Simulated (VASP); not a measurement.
```xyz
2
Lattice="2.8990 0.0000 0.0000 0.0000 2.8990 0.0000 0.0000 0.0000 2.8990" Properties=species:S:1:pos:R:3 pbc="T T T"
Pd     0.0000     0.0000     0.0000
B      1.4495     1.4495     1.4495
```

The numbers are results of PBEsol GGA, VASP's PBE PAW potentials (set 64) (plane waves; VASP), not measurements. Run with 520 eV cut-off, 11×11×11 Γ-centred mesh, first-order Methfessel-Paxton smearing of 0.10 eV, potentials Pd B.

Energy and stress use the plane-wave basis of the starting cell.

Task: The ions, cell shape and volume are relaxed. Give the cell that the relaxation ends in.

Result: 
```xyz
2
Lattice="2.7443 0.0000 0.0000 0.0000 2.7443 0.0000 0.0000 0.0000 2.7443" Properties=species:S:1:pos:R:3 pbc="T T T"
Pd     0.0000     0.0000     0.0000
B      1.3721     1.3721     1.3721
```
Space group Pm-3m (221), at a tolerance of 0.03 Å.

Task: How do energy and volume change from the first to the last step?

Result: The energy (σ→0) changes by -188.6 meV/atom and the volume by -15.2 %, in 7 ionic steps.

```csv
step,E(σ→0) (eV),max force (eV/Å),pressure (GPa),volume (Å³)
1,-11.7266,0.000,-27.78,24.36
2,-11.6346,0.000,57.62,17.65
3,-12.1033,0.000,-1.28,20.77
4,-12.1037,0.000,-0.29,20.69
5,-12.1036,0.000,0.56,20.62
6,-12.1036,0.000,-0.64,20.72
7,-12.1037,0.000,-0.01,20.67
```

The structure was generated: PdB was put into the CsCl type type (Pm-3m), which need not be its known phase. This run relaxes it. Symmetry was kept, so distortions that lower it aren't found. The electron count is odd and the run is not spin-polarised, which forces a metal.
